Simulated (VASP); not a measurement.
Input:

```yaml
crystal:
  lattice:
    - [0.00000, 2.81217, 2.81217]
    - [2.81217, 0.00000, 2.81217]
    - [2.81217, 2.81217, 0.00000]
  atoms:
    - { symbol: Li, position: [0.25000, 0.25000, 0.25000] }
    - { symbol: Li, position: [0.75000, 0.75000, 0.75000] }
    - { symbol: S, position: [0.00000, 0.00000, 0.00000] }
```

Calculation: optB86b-vdW, VASP's PBE PAW potentials (set 64) (plane waves; VASP). Numerical set-up: 520 eV cut-off, 7×7×7 Γ-centred mesh, Gaussian smearing of 0.050 eV, potentials Li_sv S.

Task: Give the stress tensor in GPa (positive for a compressed cell).

Result: 
```
1.43  0.00  0.00
0.00  1.43  0.00
0.00  0.00  1.43
```
The pressure is its mean diagonal, 1.43 GPa.

The compound is Li2S in the antifluorite structure. This cell is one point of a volume scan, at 0.97 of the reference volume.
